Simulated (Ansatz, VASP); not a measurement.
**Cross-check of ZnSi4S between VASP and Ansatz**

One calculation is typed for both programs; each brings its own data sets. How far apart do they land? The cell is generated by rule, not measured, and may not be a known phase. The cell is taken from a series of runs on this material, whose earlier steps may have relaxed, scaled, displaced or heated it; both programs get it as it stands.

Program: Ansatz 0.2.0. Level of theory: plane waves, with VASP 6.6.1 beside it; zone-centre phonons at PBEsol. Results are calculated unless marked as measured.

The structure was built from a prototype and need not be the compound's stable phase.

**1. Set-up**

Symmetry: Imm2, No. 44, orthorhombic system. Conventional cell: a = 3.827 Å, b = 3.880 Å, c = 16.188 Å, α = 90.00°, β = 90.00°, γ = 90.00°. Nearest to S lie 2 Si at 2.28 Å and 2 Zn at 2.44 Å. Si has 2 S at 2.28 Å and 2 Si at 2.33 Å nearest. Nearest to Si lie 4 Si at 2.33 to 2.37 Å. Nearest to Si lie 4 Si at 2.34 to 2.37 Å. Nearest to Si lie 2 Si at 2.34 Å and 2 Zn at 2.37 Å. Nearest to Zn lie 2 Si at 2.37 Å and 2 S at 2.44 Å. Farther neighbours and most contacts between anions are not listed.

Coordinates:

```cif
data_structure
_symmetry_space_group_name_H-M 'Imm2'
_symmetry_Int_Tables_number 44
_cell_length_a 3.8269
_cell_length_b 3.8800
_cell_length_c 16.1875
_cell_angle_alpha 90.000
_cell_angle_beta 90.000
_cell_angle_gamma 90.000
_cell_volume 240.36
loop_
_atom_site_label
_atom_site_type_symbol
_atom_site_symmetry_multiplicity
_atom_site_Wyckoff_symbol
_atom_site_fract_x
_atom_site_fract_y
_atom_site_fract_z
_atom_site_occupancy
S1 S 2 b 0.50000 0.00000 0.09170 1
Si1 Si 2 a 0.50000 0.50000 0.16555 1
Si2 Si 2 b 0.00000 0.50000 0.24791 1
Si3 Si 2 a 0.00000 0.00000 0.33154 1
Si4 Si 2 b 0.50000 0.00000 0.41469 1
Zn1 Zn 2 a 0.50000 0.50000 0.49860 1
```

**2. Ansatz: zone-centre phonons, PBEsol**

Ansatz runs on its default PAW (the set named soft_2) files.

Second derivatives magnify differences that forces hide, and they need a tight electronic threshold.

Contents of input.yaml:

```yaml
crystal:
  lattice:
    - [2.7060426013, 2.7060426013, 0.0]
    - [-2.7435551302, 2.7435551302, 0.0]
    - [2.7247988658, -0.0187562645, 8.0937594206]
  atoms:
    - { symbol: S, position: [0.408296978, 0.091703022, 0.1834060439] }
    - { symbol: Si, position: [0.3344525312, 0.6655474688, 0.3310949377] }
    - { symbol: Si, position: [0.7520884887, 0.7479115113, 0.4958230225] }
    - { symbol: Si, position: [0.6684559222, 0.3315440778, 0.6630881556] }
    - { symbol: Si, position: [0.0853088608, 0.4146911392, 0.8293822785] }
    - { symbol: Zn, position: [0.0013972192, -0.0013972192, -0.0027944384] }
kpoints:
  mp_grid: { grid: [8, 8, 8] }
hamiltonian:
  xc: pbesol
scf:
  occupations: { method: methfessel_paxton, width: 0.15 }
output:
  eigenvalues: true
phonons:
  method: dfpt
```

On the command line:

```sh
$ ansatz run input.yaml --threads 8 --pin off --max-ram 14336MiB --backend cpu --events-out ev --progress --plain --runs-dir out
```

Numbers of over 12 decimals in the logs are rounded to 6 here.

Output:

```text
Warning: crystal.symmetry: narrowed to the stabiliser of the run's FFT grids — unitary ops 4 → 1. A phonons.method: dfpt run fills in the rows of the dynamical matrix that it does not solve by its symmetry operations, which is exact only for operations that map its FFT grids onto themselves: filled in by any other, the frequencies could depend on the order in which like atoms are typed, or, by more than the grids' own error, on where the crystal sits among the grids' points. Excluded: 3 operations. The run can therefore solve more perturbations, solve them on more k-points, or both, and cost more. [rest of the remark cut]
Engine: ansatz 0.2.0, x86_64-unknown-linux-gnu
Pseudopotentials: kind: paw
Pseudopotential: S, paw, valence charge 6, recommended cutoff 420 eV (normal), S.paw.azcp
Pseudopotential: Si, paw, valence charge 4, recommended cutoff 420 eV (normal), Si.paw.azcp
Pseudopotential: Zn, paw, valence charge 12, recommended cutoff 420 eV (normal), Zn.paw.azcp
Functional definition: PBEsol
  exchange = pbesol_x
  correlation = pbesol_c
Crystal: 6 atoms, lattice volume = 120.179 Å³
Basis set: ecut = 420 eV, 2351 PW (Γ), exchange–correlation on 54×54×120 points (8 copies of the dense FFT grid, shifted against one another)
Bands: 23, of which v1, the nominal top of the filled ones, is band 17 counted from 1 (16 counted from 0)
Symmetry: 4 space group operations
k-points: 260 of 512 (irreducible under 1 space group operation, time reversal used)
Non-local potential: S, projectors of the file, l = 0: 2, l = 1: 2, l = 2: 2
Non-local potential: Si, projectors of the file, l = 0: 2, l = 1: 2, l = 2: 2
Non-local potential: Zn, projectors of the file, l = 0: 2, l = 1: 2, l = 2: 3, l = 3: 1
PAW form: soft (Blöchl's): semilocal exchange-correlation on the pseudo side does not see the compensation charge
PAW frozen core: S, regenerated for the run's functional, and the local potential with it (the file was generated under x = pbe(κ = 0.804, μ = 0.219515), c = pbe(β = 0.066725))
PAW frozen core: Si, regenerated for the run's functional, and the local potential with it (the file was generated under x = pbe(κ = 0.804, μ = 0.219515), c = pbe(β = 0.066725))
PAW frozen core: Zn, regenerated for the run's functional, and the local potential with it (the file was generated under x = pbe(κ = 0.804, μ = 0.219515), c = pbe(β = 0.066725))
PAW one-centre angular grid: S, 110 points (default); XC on 64 Gauss nodes
PAW one-centre angular grid: Si, 110 points (default); XC on 64 Gauss nodes
PAW one-centre angular grid: Zn, 590 points (default); XC on 64 Gauss nodes
Initial density: superposition of atomic densities (neutral atoms: chi_scale 0, normalization atom), corrected by the library's trained network
Initial wavefunctions: pseudopotential atomic-orbital guess
Functional: x = pbesol(κ = 0.804, μ = 0.123457), c = pbesol(β = 0.046)
SCF iter   1: F=—  HF=-6651.935014 eV  |F-HF|=—  |Δ(HF+E_count)|=         —  Δρ=5.39e-3  dr2=9.02e-2  ethr=1.77e-3  ⟨swp⟩=6.6  Hψ=32748  notcnv=0
preconditioner: auto → Kerker (q_TF=auto, 2.211 Å⁻¹)  [metal: Δε(μ)=0.012 eV  Ē_g=8.760 eV  σ=0.150 eV  W_gap=0.07  n_scr=20 (ndim 8)  ℏωp=19.8 eV  f_vac=0.000  D(μ)=1.00/eV (n_scr^D=2)]
SCF iter   2: F=—  HF=-6651.925466 eV  |F-HF|=—  |Δ(HF+E_count)|=   9.55e-3  S|Δr|=    0.00e0  Δρ=2.30e-3  dr2=2.20e-2  ethr=2.65e-4  ⟨swp⟩=1.0  Hψ=8072  notcnv=0
SCF iter   3: F=—  HF=-6651.923235 eV  |F-HF|=—  |Δ(HF+E_count)|=   2.23e-3  S|Δr|=    0.00e0  Δρ=2.20e-3  dr2=7.30e-3  ethr=6.48e-5  ⟨swp⟩=2.6  Hψ=9519  notcnv=0
SCF iter   4: F=—  HF=-6651.921135 eV  |F-HF|=—  |Δ(HF+E_count)|=   2.10e-3  S|Δr|=    0.00e0  Δρ=5.70e-4  dr2=1.30e-3  ethr=2.15e-5  ⟨swp⟩=2.1  Hψ=7763  notcnv=0
SCF iter   5: F=—  HF=-6651.920968 eV  |F-HF|=—  |Δ(HF+E_count)|=   1.67e-4  S|Δr|=    0.00e0  Δρ=2.61e-4  dr2=1.38e-4  ethr=3.83e-6  ⟨swp⟩=1.1  Hψ=8137  notcnv=0
SCF iter   6: F=—  HF=-6651.920968 eV  |F-HF|=—  |Δ(HF+E_count)|=   1.58e-7  S|Δr|=    0.00e0  Δρ=7.43e-5  dr2=1.49e-5  ethr=4.07e-7  ⟨swp⟩=2.4  Hψ=9179  notcnv=0
SCF iter   7: F=—  HF=-6651.920968 eV  |F-HF|=—  |Δ(HF+E_count)|=   1.27e-7  S|Δr|=    0.00e0  Δρ=2.65e-5  dr2=1.86e-6  ethr=4.38e-8  ⟨swp⟩=2.2  Hψ=9294  notcnv=0
SCF iter   8: F=—  HF=-6651.920968 eV  |F-HF|=—  |Δ(HF+E_count)|=   6.57e-7  S|Δr|=    0.00e0  Δρ=1.12e-5  dr2=1.89e-7  ethr=5.47e-9  ⟨swp⟩=2.0  Hψ=9207  notcnv=0
SCF iter   9: F=—  HF=-6651.920968 eV  |F-HF|=—  |Δ(HF+E_count)|=   1.78e-8  S|Δr|=    0.00e0  Δρ=2.61e-6  dr2=1.60e-8  ethr=5.54e-10  ⟨swp⟩=2.3  Hψ=9431  notcnv=0
SCF iter  10: F=—  HF=-6651.920968 eV  |F-HF|=—  |Δ(HF+E_count)|=   5.10e-9  S|Δr|=    0.00e0  Δρ=7.94e-7  dr2=6.56e-10  ethr=4.71e-11  ⟨swp⟩=2.1  Hψ=9777  notcnv=0
SCF iter  11: F=—  HF=-6651.920968 eV  |F-HF|=—  |Δ(HF+E_count)|=  4.37e-10  S|Δr|=    0.00e0  Δρ=2.18e-7  dr2=6.56e-11  ethr=1.93e-12  ⟨swp⟩=2.1  Hψ=9285  notcnv=0
SCF iter  12: F=—  HF=-6651.920968 eV  |F-HF|=—  |Δ(HF+E_count)|=  2.00e-11  S|Δr|=    0.00e0  Δρ=1.80e-7  dr2=2.87e-11  ethr=1.00e-12  ⟨swp⟩=11.2  Hψ=35827  notcnv=0
SCF iter  13: F=-6651.920968 eV  HF=-6651.920968 eV  |F-HF|=9.09e-13  |Δ(HF+E_count)|=  5.46e-12  S|Δr|=    0.00e0  Δρ=5.93e-8  dr2=5.55e-12  ethr=1.00e-12  ⟨swp⟩=4.4  Hψ=26056  notcnv=0
SCF 1 converged in 13 iterations: F = -6651.920968 eV  dr2 = 5.55e-12
  greatest PAW one-centre occupation: 0.983 electrons in one spin orbital (limit 2), on the Zn atom at site 5 (counted from 0), in its partial waves of l = 2
DFPT response loops at Γ: preconditioner auto → Kerker (q_TF=auto, 2.211 Å⁻¹) (partly filled bands, converged f_vac=0.000); β = 1.00, the filter's whole step (`scf.mixing.beta` (0.50) is not read by the response loops under this deck's `scf.mixing.preconditioner`; to damp them name `kerker` or `kerker_dos`, under which they read `scf.mixing.beta`, and type it under 1.00, their step now; both keys bind the ground state too); Broyden in place of MSR1
SCF converged after 13 iterations
Stability not checked: this state was not tested for a lower state beside it, because cold or Methfessel-Paxton smearing, or corrected tetrahedra, fill the levels in a way that the test cannot read (fill_not_monotonic; see scf.lower_state_search)
Free energy (F): -6651.920968 eV
Harris-Foulkes:  -6651.920968 eV  (|F-HF|=9.09e-13)
Internal energy: -6651.922825 eV  (E = F + TS)
E sigma→0 (E₀):  -6651.921432 eV
Entropy (-TS):   0.001857 eV (0.310 meV/atom)
Fermi energy:    6.723428 eV
Step filling:    the computed levels leave a gap of 0.0010 eV = 0.0 smearing widths at the electron count; against every level under it full and every level over it empty, smearing changes F+E_penalty+E_count by -0.402 meV and its σ→0 estimate by -0.866 meV
--- Per-component energies (eV) ---
  E_band       = 13.415009
  E_kinetic    = 398.349014
  E_local      = -2595.056859  (includes V_loc(G=0)·N_el)
  E_nonlocal   = 744.952079
  E_hartree    = 1098.850289
  E_xc         = -450.653565
  E_vxc        = -327.268638  (∫ρ·V_xc dr)
  E_paw        = -4367.270364  (= ΣΔE_a)
  E_vpaw       = -405.260704  (= ΣTr[D̂ρ^β])
  E_aug_tail   = -0.000348  (compensation charges beyond the density's cutoff)
  E_ewald      = -1482.078618
  E_core_change = 0.985547  (= ΣΔE_core)
  E_smearing   = 0.001857  (= −TS)
  E_closure    = -0.000000  (closes the sum)
  Σ components = -6651.920968   (vs F -6651.920968, Δ=0.00e0)
--- Band table (eV; the first three rows and the last of 260) ---
  k-point 0: bands = [... 13 lower, 4.2798, 5.4651, 6.1057, 6.2888, 7.2541, 7.4145, 8.0426, 8.9137, ... 2 higher]
  k-point 1: bands = [... 13 lower, 4.3166, 5.3176, 6.0375, 6.3223, 7.2374, 7.2960, 8.0161, 9.0061, ... 2 higher]
  k-point 2: bands = [... 13 lower, 4.4450, 4.9539, 5.8648, 6.3672, 7.0649, 7.2196, 7.9739, 8.9388, ... 2 higher]
  k-point 259: bands = [... 13 lower, 2.8349, 3.1313, 3.8489, 4.2685, 7.2834, 7.5705, 8.7880, 9.1548, ... 2 higher]
--- Phonons (Γ-DFPT): 18 representative perturbations + reference, on 260 of 512 k-points (Σ response iterations 58) ---
  ASR residual: 1.094e-4 → 0.000e0 eV/Å²; symmetrization residual: 3.317e-6 eV/Å²
  The last average, over the group as it would stand without the narrowing to the FFT grids, took up to 3.128e-5 eV/Å² of the zone centre's force constants
  ASR residual per site (eV/Å²): 7.48e-5 1.09e-4 8.49e-5 7.89e-5 8.76e-5 6.39e-5
  Γ frequencies (cm⁻¹): 0.00 0.00 0.00 79.48 83.57 112.04 135.11 174.33 220.35 240.53 283.44 322.50 340.86 425.30 457.49 469.31 475.10 506.61
  non-analytic LO–TO correction: not included (Born effective charges unavailable; polar crystals: no LO–TO splitting at Γ)
```

(Part 1 of 3 ends here.)

[Lines on the potential files, build, host, timing and source positions are cut from VASP's logs without a mark.]

[Logs are printed without paths, hosts, clocks, repeated set-up lines and the standing remarks that a program may print on its own settings, such as how far it seeks lower states.]

[Hosts, paths, dates, database ids (printed as entryN), source tags and the programs' standing remarks are cut or masked in the printed files.]
